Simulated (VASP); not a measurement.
**A VASP study of Pd (Palladium) (PBE): structure first, properties next**

What structure and properties does PBE give Pd (Palladium), and how near are they to the measured ones? The steps: relaxing cell and atoms (PBE), second relaxation, density, ELF and potential (PBE), bands along the symmetry lines (PBE), total and projected DOS (PBE) and optical spectrum (PBE). Left out of this account: 1 further run (phonons: it ended without a result to show). The start is a cell from a database of measured crystal structures.

Program: VASP 6.6.1. Level of theory: PBE; plane waves and PAW (Pd). Results are calculated unless marked as measured.

The experiments to compare with:

“Dislocation healing during hydrogen absorption and desorption in palladium” (2022, arxiv:2204.14071) quotes from earlier work for Pd, face-centred cubic (pure Pd, 293.15 K): lattice constant a (a of Pd at 20 C, earlier published value) 3.8902 ± 0.0006 Å [literature evaluation of collated data, not a single measurement; authors consider their …].

Most raw output is cut from this account.

## 1. The structure

Before any relaxation, the start is as follows. It takes space group Fm-3m (No. 225, cubic). Conventional cell: a = 3.893 Å, b = 3.893 Å, c = 3.893 Å, α = 90.00°, β = 90.00°, γ = 90.00°. Nearest to Pd lie 12 Pd at 2.75 Å.

As a file:

```xyz
1
Lattice="0.0000 1.9465 1.9465 1.9465 0.0000 1.9465 1.9465 1.9465 0.0000" Properties=species:S:1:pos:R:3 pbc="T T T"
Pd    0.0000    0.0000    0.0000
```

## 2. Relaxing cell and atoms (PBE)

The start need not lie at this functional's minimum. ISIF = 3 frees volume, shape and positions, and EDIFFG sets the threshold on forces and stress at which the search stops. PBE, the usual starting point, adds the gradient of the density.

File INCAR:

```
SYSTEM = Pd
PREC = Accurate
ENCUT = 400
EDIFF = 1E-06
NELM = 100
ISMEAR = 1
SIGMA = 0.2
LREAL = .FALSE.
ALGO = Normal
GGA = PE
NBANDS = 11
LORBIT = 11
LWAVE = .FALSE.
LCHARG = .FALSE.
KPAR = 2
IBRION = 2
NSW = 60
ISIF = 3
EDIFFG = -0.01
```

File POSCAR:

```
Pd
1.0
    0.0000000000      1.9465000000      1.9465000000
    1.9465000000      0.0000000000      1.9465000000
    1.9465000000      1.9465000000      0.0000000000
Pd
1
Direct
    0.0000000000      0.0000000000      0.0000000000
```

File KPOINTS:

```
Automatic mesh
0
Gamma
12 12 12
0 0 0
```

Potentials, in the order of the species: Pd (PBE family, release 64).

The run is started by

```console
$ mpirun -np 2 vasp_std
```

Wall time 4 s (2 MPI ranks of Intel Xeon 6975P-C (Granite Rapids), shared host); peak memory 0.23 GiB.

The run keeps the 48 symmetry operations of its start, so it cannot find a distortion of lower symmetry.

Step by step:

```tsv
step	energy less that of the first step (eV)	largest force (eV/Å)	pressure (GPa)	volume (Å³)
1	0.0000	0.0000	6.07	14.75
2	0.0094	0.0000	-7.36	15.97
3	-0.0087	0.0000	-0.04	15.23
```

```tsv
conventional cell, symmetrised	before	after	change
a (Å)	3.893	3.935	+1.1 %
b (Å)	3.893	3.935	+1.1 %
c (Å)	3.893	3.935	+1.1 %
volume (Å³/atom)	14.75	15.23	+3.3 %
```

The relaxed structure:

```cif
data_structure
_symmetry_space_group_name_H-M 'P 1'
_symmetry_Int_Tables_number 1
_cell_length_a 2.7825
_cell_length_b 2.7825
_cell_length_c 2.7825
_cell_angle_alpha 60.000
_cell_angle_beta 60.000
_cell_angle_gamma 60.000
_cell_volume 15.23
loop_
_atom_site_label
_atom_site_type_symbol
_atom_site_fract_x
_atom_site_fract_y
_atom_site_fract_z
_atom_site_occupancy
Pd1 Pd 0.00000 0.00000 0.00000 1
```

This step gave:

| Quantity | Value |
| --- | --- |
| electrons | 10 |
| bands | 11 |
| irreducible k-points | 72 |
| symmetry operations | 48 |
| free energy (TOTEN) | -5.219 eV |
| energy at zero smearing | -5.217 eV |
| Fermi energy | 9.209 eV |
| pressure | -0.04444 GPa |
| metallic | yes |
| SCF cycles over all ionic steps | 25 |

It ends with forces that vanish by symmetry and a pressure of -0.04 GPa. The volume lies +3.3 % from that of the database's start.

## 3. Second relaxation

The basis stayed that of the start cell while the cell moved. A rerun from the cell reached resets it; the error of the finite cutoff stays.

INCAR is that of step 2.

File POSCAR:

```
Pd
1.0
    0.0000000000      1.9674975267      1.9674975267
    1.9674975267      0.0000000000      1.9674975267
    1.9674975267      1.9674975267      0.0000000000
Pd
1
Direct
    0.0000000000      0.0000000000      0.0000000000
```

KPOINTS is that of step 2.

The run is started by

```console
$ mpirun -np 2 vasp_std
```

The job ended after 2.2 s (2 MPI ranks; peak memory 0.22 GiB).

Little changed from the start: no atom moved by 0.005 Å and no cell edge by 0.1 %.

Numbers from this step:

```
free energy (TOTEN)             : -5.221 eV
energy at zero smearing         : -5.219 eV
pressure                        : 0.06993 GPa
SCF cycles over all ionic steps : 11
```

It ends with forces that vanish by symmetry and a pressure of 0.07 GPa. The volume moved by under 0.01 %: the run met its threshold at the first step.

## 4. Density, ELF and potential (PBE)

The relaxed cell gets a fresh self-consistent run, on a basis set for its own volume, to fix the density and to check the remaining stress.

INCAR: that of step 3 with these lines changed.

```diff
@@ -13,7 +13,5 @@
 LWAVE = .FALSE.
-LCHARG = .FALSE.
-KPAR = 2
-IBRION = 2
-NSW = 60
-ISIF = 3
-EDIFFG = -0.01
+LCHARG = .TRUE.
+ISIF = 2
+LELF = .TRUE.
+LVHAR = .TRUE.
```

POSCAR is that of step 3.

KPOINTS is that of step 3.

The run is started by

```console
$ mpirun -np 2 vasp_std
```

It took 2.6 s on 2 MPI ranks; peak memory 0.2 GiB; 4 s of CPU time.

This step gave:

| Property | Result |
| --- | --- |
| SCF cycles | 11 |
| bands | 12 |
| pressure | 0.07505 GPa |

Valence electrons inside each PAW sphere by angular momentum. Sphere charges, by row:

```tsv
atom	s (e)	p (e)	d (e)	tot (e)
Pd1	0.477	0.445	8.452	9.374
```

Electrostatic potential energy in the ac plane of the conventional cell at fractional y = 0.000, with atoms of Pd within 0.2 Å of it. With pseudopotentials it is smooth inside the atoms' cores, unlike the true potential.

Values in eV, 14 rows by 14 columns, each cell a mean:
```
-68 -62 -44 -16   0   3   4   4   4   2  -4 -28 -53 -66
-56 -48 -30  -8   1   2   3   3   3   2  -1 -17 -38 -53
-32 -24 -12  -1   1   1   0  -1   0   1   0  -5 -17 -28
 -6  -3   0   0  -1  -8 -16 -19 -13  -5   0   0  -1  -4
  2   2   2   0 -12 -30 -44 -48 -39 -23  -5   1   2   2
  4   3   2  -3 -24 -48 -62 -65 -58 -39 -13   0   3   4
  4   4   2  -6 -32 -56 -68 -70 -65 -48 -19  -1   3   4
  4   4   2  -4 -28 -53 -66 -68 -62 -44 -16   0   3   4
  3   3   2  -1 -17 -38 -53 -56 -48 -30  -8   1   2   3
 -1   0   1   0  -5 -17 -28 -32 -24 -12  -1   1   1   0
-19 -13  -5   0   0  -1  -4  -6  -3   0   0  -1  -8 -16
-48 -39 -23  -5   1   2   2   2   2   2   0 -12 -30 -44
-65 -58 -39 -13   0   3   4   4   3   2  -3 -24 -48 -62
-70 -65 -48 -19  -1   3   4   4   4   2  -6 -32 -56 -68
```
Columns run along a (3.9 Å; values clipped at the 3rd and 97th percentile), rows up along c (3.9 Å), edges of the conventional cell, whose origin can differ from the input's. Atoms in or near the plane, at fractional coordinates: Pd at (0.00, 0.00), Pd at (0.50, 0.50).

ELF in the ac plane of the conventional cell at fractional y = 0.000, with atoms of Pd within 0.2 Å of it. It is the smooth field of the valence electrons, not physical close to the nuclei.

Values, 14 rows by 14 columns, each cell a mean:
```
0.00 0.03 0.15 0.27 0.21 0.17 0.16 0.15 0.16 0.19 0.25 0.23 0.09 0.01
0.07 0.12 0.22 0.25 0.20 0.19 0.17 0.17 0.18 0.19 0.23 0.25 0.17 0.09
0.23 0.25 0.26 0.23 0.21 0.20 0.21 0.22 0.21 0.21 0.22 0.24 0.25 0.23
0.25 0.24 0.22 0.22 0.23 0.25 0.27 0.27 0.26 0.24 0.22 0.22 0.23 0.25
0.18 0.19 0.20 0.22 0.26 0.22 0.15 0.13 0.17 0.24 0.24 0.21 0.19 0.19
0.16 0.17 0.19 0.24 0.25 0.12 0.03 0.02 0.06 0.17 0.26 0.21 0.18 0.16
0.15 0.16 0.18 0.25 0.23 0.07 0.00 0.00 0.02 0.13 0.27 0.22 0.17 0.15
0.15 0.16 0.19 0.25 0.23 0.09 0.01 0.00 0.03 0.15 0.27 0.21 0.17 0.16
0.17 0.18 0.19 0.23 0.25 0.17 0.09 0.07 0.12 0.22 0.25 0.20 0.19 0.17
0.22 0.21 0.21 0.22 0.24 0.25 0.23 0.23 0.25 0.26 0.23 0.21 0.20 0.21
0.27 0.26 0.24 0.22 0.22 0.23 0.25 0.25 0.24 0.22 0.22 0.23 0.25 0.27
0.13 0.17 0.24 0.24 0.21 0.19 0.19 0.18 0.19 0.20 0.22 0.26 0.22 0.15
0.02 0.06 0.17 0.26 0.21 0.18 0.16 0.16 0.17 0.19 0.24 0.25 0.12 0.03
0.00 0.02 0.13 0.27 0.22 0.17 0.15 0.15 0.16 0.18 0.25 0.23 0.07 0.00
```
Columns run along a (3.9 Å), rows up along c (3.9 Å), edges of the conventional cell, whose origin can differ from the input's. Atoms in or near the plane, at fractional coordinates: Pd at (0.00, 0.00), Pd at (0.50, 0.50).

Valence density in the ac plane of the conventional cell at fractional y = 0.000, with atoms of Pd within 0.2 Å of it. It is the smooth field of the valence electrons, not physical close to the nuclei.

Ten even steps from '_' (0.1 e/Å³) to '@' (5.8 e/Å³), each cell a mean:
```
%%**--..______________..==##
++--..________________..::==
::..____________________....
____________....____________
__________..----::..________
________..--**##++::________
________::++%%@@##--..______
________..==##%%**--..______
________..::==++--..________
__________....::..__________
..________________________..
--::..__________________..--
##++::________________..--**
@@##--..______________::++%%
```
Columns run along a (3.9 Å), rows up along c (3.9 Å), edges of the conventional cell, whose origin can differ from the input's. Atoms in or near the plane, at fractional coordinates: Pd at (0.00, 0.00), Pd at (0.50, 0.50).

In this run the pressure is 0.08 GPa, small enough to go on.

## 5. Bands along the symmetry lines (PBE)

The mesh alone shows little of the dispersion and can miss band extrema, so KPOINTS_OPT adds a path through the symmetry points after the self-consistent cycle.

File INCAR:

```
SYSTEM = Pd
PREC = Accurate
ENCUT = 400
EDIFF = 1E-06
NELM = 100
ISMEAR = 1
SIGMA = 0.2
LREAL = .FALSE.
ALGO = Normal
GGA = PE
NBANDS = 16
LORBIT = 11
LWAVE = .FALSE.
LCHARG = .FALSE.
KPAR = 2
```

POSCAR is that of step 4.

KPOINTS is that of step 4.

File KPOINTS_OPT:

```
Line mode
16
Line-mode
Reciprocal
  0.00000000   0.00000000   0.00000000 GAMMA
  0.50000000   0.00000000   0.50000000 X

  0.50000000   0.00000000   0.50000000 X
  0.50000000   0.25000000   0.75000000 W

  0.50000000   0.25000000   0.75000000 W
  0.37500000   0.37500000   0.75000000 K

  0.37500000   0.37500000   0.75000000 K
  0.00000000   0.00000000   0.00000000 GAMMA

  0.00000000   0.00000000   0.00000000 GAMMA
  0.50000000   0.50000000   0.50000000 L

  0.50000000   0.50000000   0.50000000 L
  0.62500000   0.25000000   0.62500000 U

  0.62500000   0.25000000   0.62500000 U
  0.50000000   0.25000000   0.75000000 W

  0.50000000   0.25000000   0.75000000 W
  0.50000000   0.50000000   0.50000000 L

  0.50000000   0.50000000   0.50000000 L
  0.37500000   0.37500000   0.75000000 K

  0.62500000   0.25000000   0.62500000 U
  0.50000000   0.00000000   0.50000000 X
```

The run is started by

```console
$ mpirun -np 2 vasp_std
```

Elapsed: 5.8 s, on 2 MPI ranks; peak memory 0.23 GiB; 11 s of CPU time.

Spin-orbit coupling is off here; it would split degenerate levels.

Numbers from this step:

```
bands    : 16
pressure : 0.06634 GPa
```

Electronic bands along the path, in eV, zero at the Fermi level; # counts the bands kept:

```tsv
point	#2	#3	#4	#5	#6
Γ	-2.67	-2.67	-2.67	-1.14	-1.14
0.53 of the way	-3.95	-1.52	-1.30	-1.30	-0.55
X	-4.82	-0.03	0.29	0.29	3.39
0.53 of the way	-4.35	-1.43	-0.60	0.29	5.69
W	-3.18	-3.18	-1.22	0.30	8.76
0.47 of the way	-3.77	-2.39	-1.06	0.14	7.52
K	-3.91	-1.84	-0.87	-0.13	7.00
0.53 of the way	-3.30	-2.43	-1.86	-1.73	0.03
Γ	-2.67	-2.67	-2.67	-1.14	-1.14
0.53 of the way	-2.55	-2.41	-2.41	-0.92	-0.92
L	-2.71	-2.71	0.00	0.00	1.13
0.47 of the way	-3.16	-2.14	-1.88	-0.10	3.93
U	-3.91	-1.84	-0.87	-0.13	7.00
0.53 of the way	-3.77	-2.39	-1.06	0.14	7.52
W	-3.18	-3.18	-1.22	0.30	8.76
0.47 of the way	-3.48	-2.40	-1.74	-0.13	5.11
L	-2.71	-2.71	0.00	0.00	1.13
0.53 of the way	-3.25	-2.09	-1.98	-0.13	4.44
K	-3.91	-1.84	-0.87	-0.13	7.00
jump to U	-3.91	-1.84	-0.87	-0.13	7.00
0.47 of the way	-4.56	-0.67	-0.32	0.17	4.78
X	-4.82	-0.03	0.29	0.29	3.39
```

There is no gap at this level.

## 6. Total and projected DOS (PBE)

A density of states needs more k-points than a total energy; ISMEAR = -5 takes tetrahedra, and LORBIT projects the states on the PAW spheres. The mesh is finer than in the run before.

INCAR: that of step 5 with these lines changed.

```diff
@@ -5,3 +5,3 @@
 NELM = 100
-ISMEAR = 1
+ISMEAR = -5
 SIGMA = 0.2
@@ -15 +15,2 @@
 KPAR = 2
+NEDOS = 2001
```

POSCAR is that of step 5.

File KPOINTS:

```
Automatic mesh
0
Gamma
17 17 17
0 0 0
```

The run is started by

```console
$ mpirun -np 2 vasp_std
```

It took 6.4 s on 2 MPI ranks; peak memory 0.26 GiB; 12 s of CPU time.

The DOS at the Fermi level is high for the number of transition-metal atoms. It is one value on this mesh and may be a narrow spike; if it stands, a magnetic instability is possible, which a run without spin can't show. With tetrahedra the forces and stress of a metal are not exact derivatives of the energy.

This step gave:

- SCF cycles: 12
- irreducible k-points: 165
- free energy (TOTEN): -5.214 eV
- Fermi energy: 9.232 eV
- pressure: 0.3466 GPa
- DOS at the Fermi level: 2.662 states/eV/cell

The density of states has structure finer than the step of the table below, so its rows give means over 0.5 eV, whole bins alone (the curve runs from -8.96 to 8.00 eV). Peaks (eV: height): total -4.38: 2.83, -2.34: 4.10, -1.83: 2.29, -1.21: 2.41, -0.02: 3.52; Pd d -4.38: 2.12, -2.34: 3.68, -1.83: 1.97, -1.21: 2.21, -0.02: 3.41; Pd s -4.38: 0.310, -2.34: 0.0579, 7.26: 0.159.

States under -9.0 eV and over 8.0 eV are left out. The density of states by energy, zero at the Fermi level; means over each step; values in states/eV/cell:

```tsv
energy (eV)	total	Pd d	Pd s
-7.5	0	0	0
-7.0	0.00275	0	0.00204
-6.5	0.0468	2.1e-4	0.0334
-6.0	0.0859	0.00212	0.0575
-5.5	0.136	0.0107	0.0815
-5.0	0.623	0.336	0.169
-4.5	2.12	1.55	0.269
-4.0	1.93	1.56	0.109
-3.5	1.59	1.34	0.0266
-3.0	1.79	1.54	0.0353
-2.5	2.79	2.45	0.0510
-2.0	1.79	1.53	0.0387
-1.5	1.95	1.75	0.0259
-1.0	1.89	1.75	0.0210
-0.5	1.78	1.69	0.0153
0.0	2.28	2.18	0.0212
0.5	0.270	0.193	0.0252
1.0	0.237	0.137	0.0296
1.5	0.258	0.132	0.0325
2.0	0.254	0.116	0.0335
2.5	0.258	0.109	0.0339
3.0	0.258	0.0994	0.0327
3.5	0.262	0.0917	0.0313
4.0	0.256	0.0857	0.0288
4.5	0.236	0.0758	0.0255
5.0	0.220	0.0686	0.0228
5.5	0.198	0.0599	0.0193
6.0	0.171	0.0500	0.0162
6.5	0.147	0.0413	0.0142
7.0	0.151	0.0469	0.0354
7.5	0.368	0.121	0.138
```

The finer mesh and the other smearing move the Fermi level by +0.02 eV from the 12×12×12 run, a small shift, which tests the Fermi level alone. Of the states within 0.3 eV of the Fermi level, the largest shares in the PAW spheres are Pd d 96 %. The rest lies in smaller channels or between the spheres.

## 7. Optical spectrum (PBE)

LOPTICS sums transitions from filled to empty bands.

File INCAR:

```
SYSTEM = Pd
PREC = Accurate
ENCUT = 400
EDIFF = 1E-06
NELM = 100
ISMEAR = 1
SIGMA = 0.2
LREAL = .FALSE.
ALGO = Normal
GGA = PE
NBANDS = 13
LORBIT = 11
LWAVE = .FALSE.
LCHARG = .FALSE.
KPAR = 2
LOPTICS = .TRUE.
NEDOS = 1500
CSHIFT = 0.1
```

POSCAR is that of step 6.

KPOINTS is that of step 6.

The run is started by

```console
$ mpirun -np 2 vasp_std
```

Elapsed: 5.4 s, on 2 MPI ranks; peak memory 0.29 GiB; 9.9 s of CPU time.

These are independent-particle spectra without excitons or local fields, and fine structure depends on the mesh and on CSHIFT. The intraband (Drude) part is not in this spectrum.

Numbers from this step:

```
SCF cycles              : 11
bands                   : 13
free energy (TOTEN)     : -5.213 eV
energy at zero smearing : -5.210 eV
Fermi energy            : 9.234 eV
pressure                : 0.3367 GPa
```

The imaginary dielectric function, xx has structure finer than the step of the table below, so its rows give means over 1 eV, whole bins alone (the curve runs from 0 to 25.0 eV). Peaks (eV: height): 0.2: 169.

Imaginary dielectric function, xx against photon energy; means over each step:

```tsv
photon energy (eV)	imaginary dielectric function, xx
1	45.5
2	18.0
3	8.40
4	5.75
5	4.39
6	3.01
7	1.85
8	1.66
9	2.03
10	2.06
11	2.15
12	2.04
13	2.30
14	2.35
15	2.20
16	1.94
17	1.83
18	1.78
19	2.15
20	2.87
21	2.35
22	1.75
23	1.52
24	1.13
```

Table of real dielectric function, xx by photon energy:

```tsv
photon energy (eV)	real dielectric function, xx
0	264
1	1.95
2	-6.71
3	-3.64
4	-2.62
5	-2.31
6	-1.15
7	0.178
8	1.25
9	1.45
10	1.53
11	1.86
12	1.36
13	1.18
14	1.18
15	0.642
16	0.786
17	0.877
18	1.32
19	1.62
20	0.674
21	-0.519
22	-0.436
23	-0.277
24	-0.264
```

At these settings, which differ from those of the relaxation, the cell is under a pressure of 0.3 GPa.

## 8. Summary of results

```yaml
relaxed_volume: 15.23 Å³/atom
relaxed_conventional_cell_a_b_c: 3.935, 3.935, 3.935 Å
space_group_after_relaxing_within_0p02_a: Fm-3m (No. 225)
band_gap: none, a metal
dos_at_the_fermi_level: 2.66 states/eV/cell
```

What this shows: With PBE, Pd (Palladium) relaxes to 15.23 Å³/atom in space group Fm-3m (held by the symmetry of the run) and comes out as a metal. Against the listed cell the volume lies +3.3 %. Bands along the symmetry lines (PBE): Of the bands kept, 3 cross the Fermi level on this path. Spin-orbit coupling is left out; it would split some degenerate bands. No search among competing phases was made. All values are for a static lattice at zero temperature.

Computed beside measured:

```
              quantity  measured             PBE
lattice constant a (Å)    3.8902  3.935 (+1.2 %)
```

Measured values from arxiv:2204.14071 (2022).

Verdict: The lattice constant a is off by +1.2 %: fair agreement. The grades are ours: good and fair within 0.7 and 1.5 % for the lattice constant a. For lattice constants the calculation has a static lattice, without zero-point motion or thermal expansion (measured at up to 293.15 K). As a rule both would widen the computed cell, so the excess over experiment is if anything larger than shown.

[Lines on the potential files, build, host, timing and source positions are cut from VASP's logs without a mark.]

[Logs are printed without paths, hosts, clocks, repeated set-up lines and the standing remarks that a program may print on its own settings, such as how far it seeks lower states.]

[Hosts, paths, dates, database ids (printed as entryN), source tags and the programs' standing remarks are cut or masked in the printed files.]

[A measured line is paired with the nearest computed mode of its activity, which favours agreement.]
